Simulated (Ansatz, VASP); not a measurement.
## One calculation of ZrBrF, two programs

INCAR

```
ALGO = Normal ; EDIFF = 1E-6
EDIFFG = -0.04 ; ENCUT = 600
GGA = PE ; IBRION = 2
ISIF = 3 ; ISMEAR = 0
LASPH = T ; LCHARG = F
LREAL = F ; LWAVE = F
NELM = 100 ; NSW = 90
PREC = Accurate ; SIGMA = 0.1
```

The input KPOINTS:

```
k-points
0
Gamma
  4 4 4
```

POSCAR

```
ZrBrF
1.0
    4.1797214600      0.0000000000      0.0000000000
    0.0000000000      4.1797214600      0.0000000000
    0.0000000000      0.0000000000      3.9247643100
Zr Br F
1 1 1
Direct
    0.0000000000      0.0000000000      0.0000000000
    0.0000000000      0.0000000000      0.5000000000
    0.5000000000      0.5000000000      0.5000000000
```

Input for Ansatz:

```yaml
crystal:
  lattice:
    - [4.17972146, 0.0, 0.0]
    - [0.0, 4.17972146, 0.0]
    - [0.0, 0.0, 3.92476431]
  atoms:
    - { symbol: Zr, position: [0.0, 0.0, 0.0] }
    - { symbol: Br, position: [0.0, 0.0, 0.5] }
    - { symbol: F, position: [0.5, 0.5, 0.5] }
basis:
  ecutwfc: 420
kpoints:
  mp_grid: { grid: [4, 4, 4] }
hamiltonian:
  xc: pbe
scf:
  occupations: { method: gaussian, width: 0.1 }
  lower_state_search: "off"
output:
  forces: true
  stress: true
  eigenvalues: true
relax:
  adjacent_minimum: "off"
  f_tol: 0.04
  max_steps: 70
  cell: { stress_tol: 0.4 }
```

Alike in both runs: task relaxation of cell and atoms; functional PBE; k mesh 4 × 4 × 4; occupations gaussian, width 0.1 eV; no spin polarisation.

```csv
,VASP,Ansatz
version,VASP 6.6.1,Ansatz 0.2.0
potentials or method,"VASP PAW PBE potentials, release 64 (Zr_sv, Br, F)","scalar-relativistic, plane waves, PAW"
plane-wave cutoff (eV),600,420
valence electrons in the cell,26,26
```

```csv
,VASP,Ansatz,Ansatz less VASP
"gap on the k mesh at the Fermi level, each at its own relaxed structure (eV)",none,none,-
relaxed volume (Å³/atom),24.53,24.89,+0.360
relaxed cell length with the largest relative difference (Å),3.848,3.867,+0.0192
energy change over the relaxation (meV/atom),-2576,-2588,-12.4
```

A gap of «none» marks a metal or a gap that the smearing closes.

Caveats: the k mesh is coarse (spacing up to 0.40 Å⁻¹), so the values aren't converged.
